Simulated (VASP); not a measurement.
Level of theory: PBE GGA, VASP's PBE PAW potentials (set 64) (plane waves; VASP).

VASP ran on this input.

File POSCAR:
```
MgH2
1
    4.4171420254     0.0000000000     0.0000000000
    0.0000000000     4.4171420254     0.0000000000
    0.0000000000     0.0000000000     2.9455605593
Mg H
2 4
Direct
  0.0000000000   0.0000000000   0.0000000000
  0.5000000000   0.5000000000   0.5000000000
  0.3042662271   0.3042662271   0.0000000000
  0.8042662271   0.1957337729   0.5000000000
  0.1957337729   0.8042662271   0.5000000000
  0.6957337729   0.6957337729   0.0000000000
```

**INCAR**
```
ALGO = Normal
EDIFF = 1E-7
EDIFFG = -0.01
ENCUT = 520
GGA = PE
IBRION = 2
ISIF = 4
ISMEAR = 0
LASPH = .TRUE.
LCHARG = .FALSE.
LREAL = .FALSE.
LWAVE = .FALSE.
NELM = 100
NSW = 30
PREC = Accurate
SIGMA = 0.05
SYSTEM = MgH2
```

### KPOINTS
```
Automatic mesh
0
G
  5 5 7
0 0 0
```

POTCAR, in this order: Mg H (PBE.64 set). Program: vasp_std.

Output

OSZICAR:
```
       N       E                     dE             d eps       ncg     rms          rms(c)
DAV:   1     0.158128914661E+01    0.15813E+01   -0.32190E+03   384   0.760E+02
DAV:   2    -0.182454988947E+02   -0.19827E+02   -0.18929E+02   504   0.833E+01
DAV:   3    -0.188622248422E+02   -0.61673E+00   -0.61673E+00   504   0.207E+01
DAV:   4    -0.188635881969E+02   -0.13634E-02   -0.13634E-02   592   0.993E-01
DAV:   5    -0.188635920071E+02   -0.38102E-05   -0.38102E-05   504   0.334E-02    0.668E+00
DAV:   6    -0.179378274574E+02    0.92576E+00   -0.69064E-01   432   0.509E+00    0.347E+00
DAV:   7    -0.176033868696E+02    0.33444E+00   -0.96644E-01   400   0.653E+00    0.489E-01
DAV:   8    -0.176116696326E+02   -0.82828E-02   -0.18312E-02   432   0.108E+00    0.990E-02
DAV:   9    -0.176114808037E+02    0.18883E-03   -0.75415E-04   560   0.200E-01    0.185E-02
DAV:  10    -0.176114976428E+02   -0.16839E-04   -0.37348E-05   464   0.543E-02    0.102E-02
DAV:  11    -0.176114962521E+02    0.13907E-05   -0.57716E-06   496   0.132E-02    0.170E-03
DAV:  12    -0.176114962659E+02   -0.13800E-07   -0.16958E-07   512   0.346E-03
   1 F= -.17611496E+02 E0= -.17611496E+02  d E =-.176115E+02
       N       E                     dE             d eps       ncg     rms          rms(c)
DAV:   1    -0.176126043067E+02   -0.11081E-02   -0.92994E-03   488   0.735E-01    0.417E-02
DAV:   2    -0.176125954912E+02    0.88156E-05   -0.59191E-05   416   0.672E-02    0.256E-02
DAV:   3    -0.176125903306E+02    0.51605E-05   -0.30075E-05   464   0.336E-02    0.261E-03
DAV:   4    -0.176125905199E+02   -0.18925E-06   -0.56626E-07   464   0.617E-03    0.128E-03
DAV:   5    -0.176125906328E+02   -0.11297E-06   -0.77687E-08   392   0.207E-03    0.128E-04
DAV:   6    -0.176125906332E+02   -0.38318E-09   -0.20482E-09   192   0.400E-04
   2 F= -.17612591E+02 E0= -.17612591E+02  d E =-.109437E-02
       N       E                     dE             d eps       ncg     rms          rms(c)
DAV:   1    -0.176135612988E+02   -0.97067E-03   -0.39447E-02   496   0.151E+00    0.858E-02
DAV:   2    -0.176135260101E+02    0.35289E-04   -0.24760E-04   400   0.137E-01    0.526E-02
DAV:   3    -0.176135062022E+02    0.19808E-04   -0.12600E-04   472   0.690E-02    0.534E-03
DAV:   4    -0.176135068686E+02   -0.66636E-06   -0.24025E-06   408   0.126E-02    0.251E-03
DAV:   5    -0.176135072331E+02   -0.36456E-06   -0.29408E-07   456   0.407E-03    0.261E-04
DAV:   6    -0.176135072388E+02   -0.56719E-08   -0.75445E-09   192   0.767E-04
   3 F= -.17613507E+02 E0= -.17613507E+02  d E =-.201097E-02
       N       E                     dE             d eps       ncg     rms          rms(c)
DAV:   1    -0.176135899177E+02   -0.82685E-04   -0.21240E-03   384   0.445E-01    0.122E-02
DAV:   2    -0.176135893100E+02    0.60767E-06   -0.12239E-05   424   0.337E-02    0.718E-03
DAV:   3    -0.176135886090E+02    0.70101E-06   -0.19889E-06   504   0.803E-03    0.528E-04
DAV:   4    -0.176135886115E+02   -0.24707E-08   -0.27231E-08   248   0.147E-03
   4 F= -.17613589E+02 E0= -.17613589E+02  d E =-.813727E-04
       N       E                     dE             d eps       ncg     rms          rms(c)
DAV:   1    -0.176136347304E+02   -0.46121E-04   -0.44038E-03   384   0.641E-01    0.175E-02
DAV:   2    -0.176136335185E+02    0.12119E-05   -0.25458E-05   424   0.486E-02    0.103E-02
DAV:   3    -0.176136321206E+02    0.13979E-05   -0.41245E-06   496   0.116E-02    0.760E-04
DAV:   4    -0.176136321308E+02   -0.10268E-07   -0.57531E-08   336   0.212E-03
   5 F= -.17613632E+02 E0= -.17613632E+02  d E =-.124892E-03
```

### OUTCAR
```
------------------------ aborting loop because EDIFF is reached ----------------------------------------
  FORCE on cell =-STRESS in cart. coord.  units (eV):
  Direction    XX          YY          ZZ          XY          YZ          ZX
  --------------------------------------------------------------------------------------
  Total        1.2192198      1.2192198      1.2253767     -0.0000000      0.0000000      0.0000000
  in kB       33.9892762     33.9892762     34.1609165     -0.0000000      0.0000000      0.0000000
  external PRESSURE =      34.0464897 kB  Pullay stress =       0.0000000 kB
  volume of cell :       57.47
      direct lattice vectors                 reciprocal lattice vectors
     4.397611987 -0.000000000  0.000000000     0.227396142 -0.000000000  0.000000000
     0.000000000  4.397611987  0.000000000     0.000000000  0.227396142  0.000000000
     0.000000000  0.000000000  2.971781450     0.000000000  0.000000000  0.336498500
 POSITION                                       TOTAL-FORCE (eV/Angst)
 -----------------------------------------------------------------------------------
      0.00000      0.00000      0.00000         0.000000      0.000000     -0.000000
      2.19881      2.19881      1.48589        -0.000000      0.000000     -0.000000
      1.33819      1.33819      0.00000        -0.000343     -0.000343      0.000000
      3.53700      0.86061      1.48589        -0.000343      0.000343     -0.000000
      0.86061      3.53700      1.48589         0.000343     -0.000343      0.000000
      3.05942      3.05942      0.00000         0.000343      0.000343     -0.000000
 -----------------------------------------------------------------------------------
    total drift:                                0.000000     -0.000000     -0.000000
  FREE ENERGIE OF THE ION-ELECTRON SYSTEM (eV)
  ---------------------------------------------------
  free  energy   TOTEN  =       -17.6136321308 eV

  energy  without entropy=      -17.6136321308  energy(sigma->0) =      -17.61363213

 reached required accuracy - stopping structural energy minimisation
```
(Selected blocks of OUTCAR.)

CONTCAR:
```
MgH2
   1.00000000000000
     4.3976119870056412   -0.0000000000000000    0.0000000000000000
     0.0000000000000000    4.3976119870056412    0.0000000000000000
     0.0000000000000000    0.0000000000000000    2.9717814496763753
  Mg              H
     2     4
Direct
     0.0000000000000000    0.0000000000000000    0.0000000000000000
     0.5000000000000000    0.5000000000000000    0.5000000000000000
     0.3042995123283535    0.3042995123283535    0.0000000000000000
     0.8042995123283535    0.1957004876716465    0.5000000000000000
     0.1957004876716465    0.8042995123283535    0.5000000000000000
     0.6957004876716465    0.6957004876716465    0.0000000000000000
```

The compound is MgH2 in the rutile structure. This cell is one point of a volume scan, at 0.94 of the reference volume. Symmetry was kept, so distortions that lower it aren't found.
